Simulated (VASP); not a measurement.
Runs of VASP 6.6.1 on RuSe. It takes space group Pm-3m (No. 221, cubic). The conventional cell has a = 3.188 Å, b = 3.188 Å, c = 3.188 Å, α = 90.00°, β = 90.00°, γ = 90.00°. Ru (site symmetry m-3m) is surrounded by 8 Se at 2.76 Å. Around Se (site symmetry m-3m) lie 8 Ru at 2.76 Å. The cell comes from a database or a generator and needn't be the stable form of this composition.

```csv
level,potentials or basis,gap on the mesh (eV),pressure (GPa),relaxed volume (Å³/atom)
AM05,"VASP PAW PBE potentials, release 64 (Ru_pv, Se)",none,0.0,14.60
optB88-vdW,"VASP PAW PBE potentials, release 64 (Ru_pv, Se)",none,-0.1,(a)
rev-vdW-DF2,"VASP PAW PBE potentials, release 64 (Ru_pv, Se)",none,0.0,15.18
revPBE,"VASP PAW PBE potentials, release 64 (Ru_pv, Se)",none,-0.1,(b)
PW91,"VASP PAW PBE potentials, release 64 (Ru_pv, Se)",none,0.0,15.42
PBEsol,"VASP PAW PBE potentials, release 64 (Ru_pv, Se)",none,0.0,14.72
BLYP,"VASP PAW PBE potentials, release 64 (Ru_pv, Se)",none,0.0,16.50
RPBE,"VASP PAW PBE potentials, release 64 (Ru_pv, Se)",none,-0.1,(c)
vdW-DF-cx,"VASP PAW PBE potentials, release 64 (Ru_pv, Se)",none,-0.1,14.93
LDA,"VASP PAW LDA potentials, release 64 (Ru_pv, Se)",none,0.0,14.48
```

Alike in all rows: task relaxation of cell and atoms; no spin polarisation; cell relaxed; k mesh 8 × 8 × 8; cutoff (eV) 600; smearing fermi-dirac 0.05 eV.

Fill in the values left out.

(a) 15.56; (b) 15.52; (c) 15.59.

Caveats: the PAW data sets were made with another functional, which shifts forces and pressure a little (some runs).

A k mesh can miss the band edges, and the runs leave out spin-orbit coupling on Ru, Se.

A gap of «none» marks a metal or a gap under the smearing width.

Runs at the PBE level aren't shown here.
